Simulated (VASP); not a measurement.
Method: PBE GGA, VASP's PBE PAW potentials (set 64) (plane waves; VASP).

A VASP calculation is set up with these files.

**POSCAR**
```
LiF
1.0
  0.0000000000   2.0277431141   2.0277431141
  2.0277431141   0.0000000000   2.0277431141
  2.0277431141   2.0277431141   0.0000000000
Li F
1 1
Direct
  0.0000000000   0.0000000000   0.0000000000
  0.5000000000   0.5000000000   0.5000000000
```

### INCAR
```
! general
SYSTEM  = LiF
PREC    = Accurate
ENCUT   = 520
LREAL   = .FALSE.
LASPH   = .TRUE.
NBANDS  = 27

! electronic loop
EDIFF   = 1E-7
NELM    = 100
ALGO    = Normal

! smearing
ISMEAR  = 0
SIGMA   = 0.01

! functional
GGA     = PE

! output
LWAVE   = .FALSE.
LCHARG  = .FALSE.
NEDOS   = 1001

! other
LOPTICS = .TRUE.
CSHIFT  = 0.1
```

File KPOINTS:
```
Regular mesh
0
Gamma
  14 14 14
0 0 0
```

POTCAR, in this order: Li_sv F (PBE.64 set). Program: vasp_std.

What VASP printed:

### OUTCAR
```
 ion  position               nearest neighbor table
   1  0.000  0.000  0.000-   2 2.03   2 2.03   2 2.03   2 2.03   2 2.03   2 2.03
   2  0.500  0.500  0.500-   1 2.03   1 2.03   1 2.03   1 2.03   1 2.03   1 2.03
  LATTYP: Found a face centered cubic cell.
 ALAT       =     4.0554862282
 Subroutine PRICEL returns:
 Original cell was already a primitive cell.
 Subroutine GETGRP returns: Found 48 space group operations
The static configuration has the point symmetry O_h .
The dynamic configuration has the point symmetry O_h .
 Subroutine INISYM returns: Found 48 space group operations
 Subroutine IBZKPT returns following result:
 Found    104 irreducible k-points:

 Following reciprocal coordinates:
            Coordinates               Weight
  0.000000  0.000000  0.000000      1.000000
  0.071429  0.000000  0.000000      8.000000
  0.142857  0.000000  0.000000      8.000000
  0.214286  0.000000  0.000000      8.000000
  0.285714  0.000000  0.000000      8.000000
  0.357143  0.000000  0.000000      8.000000
  0.428571  0.000000  0.000000      8.000000
  0.500000  0.000000  0.000000      4.000000
  0.071429  0.071429  0.000000      6.000000
  0.142857  0.071429  0.000000     24.000000
  0.214286  0.071429  0.000000     24.000000
  0.285714  0.071429  0.000000     24.000000
  0.357143  0.071429  0.000000     24.000000
  0.428571  0.071429  0.000000     24.000000
  0.500000  0.071429  0.000000     24.000000
 -0.428571  0.071429  0.000000     24.000000
 -0.357143  0.071429  0.000000     24.000000
 -0.285714  0.071429  0.000000     24.000000
 -0.214286  0.071429  0.000000     24.000000
 -0.142857  0.071429  0.000000     24.000000
 -0.071429  0.071429  0.000000     12.000000
  0.142857  0.142857  0.000000      6.000000
  0.214286  0.142857  0.000000     24.000000
  0.285714  0.142857  0.000000     24.000000
...
```

**OSZICAR**
```
       N       E                     dE             d eps       ncg     rms          rms(c)
DAV:   1     0.533752269842E+02    0.53375E+02   -0.43300E+03  5704   0.378E+02
DAV:   2    -0.882071793078E+01   -0.62196E+02   -0.59857E+02  7228   0.130E+02
DAV:   3    -0.101498138849E+02   -0.13291E+01   -0.13240E+01  6921   0.166E+01
DAV:   4    -0.101519221690E+02   -0.21083E-02   -0.21081E-02  6734   0.715E-01
DAV:   5    -0.101519247167E+02   -0.25476E-05   -0.25476E-05  6796   0.232E-02    0.454E+00
DAV:   6    -0.962969759583E+01    0.52223E+00   -0.18619E+00  6518   0.436E+00    0.141E+00
DAV:   7    -0.963361851884E+01   -0.39209E-02   -0.11045E-02  7306   0.521E-01    0.857E-01
DAV:   8    -0.964040458135E+01   -0.67861E-02   -0.11615E-02  7322   0.553E-01    0.984E-02
DAV:   9    -0.964048959849E+01   -0.85017E-04   -0.50101E-04  6918   0.106E-01    0.408E-02
DAV:  10    -0.964055934343E+01   -0.69745E-04   -0.12770E-04  6642   0.379E-02    0.500E-03
DAV:  11    -0.964056140453E+01   -0.20611E-05   -0.10243E-06  7219   0.476E-03    0.163E-03
DAV:  12    -0.964056180287E+01   -0.39834E-06   -0.20542E-07  6659   0.235E-03    0.339E-04
DAV:  13    -0.964056176157E+01    0.41303E-07   -0.12999E-08  4860   0.508E-04
   1 F= -.96405618E+01 E0= -.96405618E+01  d E =-.327522E-89
 imaginary and real dielectric function
```

File OUTCAR:
```
------------------------ aborting loop because EDIFF is reached ----------------------------------------
  FORCE on cell =-STRESS in cart. coord.  units (eV):
  Direction    XX          YY          ZZ          XY          YZ          ZX
  --------------------------------------------------------------------------------------
  Total        0.0197324      0.0197324      0.0197324      0.0000000     -0.0000000      0.0000000
  in kB        1.8959287      1.8959287      1.8959287      0.0000000     -0.0000000      0.0000000
  external PRESSURE =       1.8959287 kB  Pullay stress =       0.0000000 kB
  volume of cell :       16.68
      direct lattice vectors                 reciprocal lattice vectors
     0.000000000  2.027743114  2.027743114    -0.246579558  0.246579558  0.246579558
     2.027743114  0.000000000  2.027743114     0.246579558 -0.246579558  0.246579558
     2.027743114  2.027743114  0.000000000     0.246579558  0.246579558 -0.246579558
  FREE ENERGIE OF THE ION-ELECTRON SYSTEM (eV)
  ---------------------------------------------------
  free  energy   TOTEN  =        -9.6405617616 eV

  energy  without entropy=       -9.6405617616  energy(sigma->0) =       -9.64056176

 plasma frequency squared (from intraband transitions) (eV^2)
  --------------------------------------------------------------------------------------
       0.000       0.000       0.000
       0.000       0.000       0.000
      -0.000      -0.000       0.000

 plasma frequency squared (from interband transitions, int dw w eps(2)(w)) (eV^2)
  --------------------------------------------------------------------------------------
     569.214       0.000      -0.000      -0.000       0.000      -0.000
      -0.000       0.000     569.214       0.000       0.000      -0.000
       0.000       0.000       0.000       0.000     569.214       0.000
```
(Selected blocks of OUTCAR.)

The compound is LiF in the rock salt structure. It was relaxed first.
